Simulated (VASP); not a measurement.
A convergence study with VASP on ZnS (zinc blende): one setting is varied, all else stays as given below, so the limit is that of these other settings.

```yaml
crystal:
  lattice:
    - [0.00000, 2.70500, 2.70500]
    - [2.70500, 0.00000, 2.70500]
    - [2.70500, 2.70500, 0.00000]
  atoms:
    - { symbol: Zn, position: [0.00000, 0.00000, 0.00000] }
    - { symbol: S, position: [0.25000, 0.25000, 0.25000] }
```

Level of theory: LDA (Ceperley-Alder, Perdew-Zunger), VASP's LDA PAW potentials (set 64) (plane waves; VASP). The tightest run used: 550 eV cut-off, 13×13×13 Monkhorst-Pack mesh, Gaussian smearing of 0.050 eV, potentials Zn S.

**Question.** The settings run are 1×1×1 mesh; 2×2×2 mesh; 3×3×3 mesh; 4×4×4 mesh; 5×5×5 mesh; 6×6×6 mesh; 7×7×7 mesh; 8×8×8 mesh; 9×9×9 mesh; 10×10×10 mesh; 11×11×11 mesh; 12×12×12 mesh; 13×13×13 mesh. From which on does the energy per atom stay within 0.001 eV/atom of the tightest run?

**Answer.** From 6×6×6 mesh on: it is off by 0.0000 there and by no more than 0.001 in any finer run, while 5×5×5 mesh is off by 0.0067.
```json
[
 {"setting": "1×1×1 mesh", "E (eV/atom)": "2.4664", "pressure (GPa)": "46.09", "irreducible k-points": "1", "difference judged (eV/atom)": "6.5532"},
 {"setting": "2×2×2 mesh", "E (eV/atom)": "-4.0627", "pressure (GPa)": "-4.24", "irreducible k-points": "2", "difference judged (eV/atom)": "0.0241"},
 {"setting": "3×3×3 mesh", "E (eV/atom)": "-3.9674", "pressure (GPa)": "-3.30", "irreducible k-points": "4", "difference judged (eV/atom)": "0.1194"},
 {"setting": "4×4×4 mesh", "E (eV/atom)": "-4.0867", "pressure (GPa)": "-4.57", "irreducible k-points": "10", "difference judged (eV/atom)": "0.0001"},
 {"setting": "5×5×5 mesh", "E (eV/atom)": "-4.0801", "pressure (GPa)": "-4.49", "irreducible k-points": "10", "difference judged (eV/atom)": "0.0067"},
 {"setting": "6×6×6 mesh", "E (eV/atom)": "-4.0868", "pressure (GPa)": "-4.57", "irreducible k-points": "28", "difference judged (eV/atom)": "0.0000"},
 {"setting": "7×7×7 mesh", "E (eV/atom)": "-4.0862", "pressure (GPa)": "-4.57", "irreducible k-points": "20", "difference judged (eV/atom)": "0.0006"},
 {"setting": "8×8×8 mesh", "E (eV/atom)": "-4.0868", "pressure (GPa)": "-4.57", "irreducible k-points": "60", "difference judged (eV/atom)": "0.0000"},
 {"setting": "9×9×9 mesh", "E (eV/atom)": "-4.0867", "pressure (GPa)": "-4.57", "irreducible k-points": "35", "difference judged (eV/atom)": "0.0001"},
 {"setting": "10×10×10 mesh", "E (eV/atom)": "-4.0868", "pressure (GPa)": "-4.57", "irreducible k-points": "110", "difference judged (eV/atom)": "0.0000"},
 {"setting": "11×11×11 mesh", "E (eV/atom)": "-4.0868", "pressure (GPa)": "-4.57", "irreducible k-points": "56", "difference judged (eV/atom)": "0.0000"},
 {"setting": "12×12×12 mesh", "E (eV/atom)": "-4.0868", "pressure (GPa)": "-4.57", "irreducible k-points": "182", "difference judged (eV/atom)": "0.0000"},
 {"setting": "13×13×13 mesh", "E (eV/atom)": "-4.0868", "pressure (GPa)": "-4.57", "irreducible k-points": "84", "difference judged (eV/atom)": "0.0000"}
]
```

Left out are rungs that failed or repeat a setting and relaxations that didn't move; long series are thinned to 24 rows.

The compound is ZnS in the zinc blende structure. The cell was not relaxed at this level.
